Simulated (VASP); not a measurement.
Given:

```
Nb2O5
1.0
    6.43532    -1.91006     0.01085
    6.43532     1.91006     0.01085
   -0.05150     0.00000     3.94977
Nb O
2 5
Direct
  0.85343   0.85343   0.93834
  0.14657   0.14657   0.06166
  0.85105   0.85105   0.48542
  0.14895   0.14895   0.51458
  0.00000   0.00000   0.00000
  0.68483   0.68483   0.00514
  0.31517   0.31517   0.99486
```

All values below come from PBEsol GGA, VASP's PBE PAW potentials (set 64) (plane waves; VASP 6.6.1). Settings: 520 eV cut-off, Gaussian smearing of 0.050 eV, potentials Nb_sv O.

**Question.** Predict the band gap (along the path) with the smallest direct gap where there is one.

**Answer.** 
```json
{
 "band gap (along the path)": "2.12 eV",
 "smallest direct gap (along the path)": "2.86 eV"
}
```

Only differences to runs with the same potentials and settings are physical.

The structure comes from a computed database's Nb2O5 entry (C2/m); how it stands against other phases isn't given here. It was relaxed first.
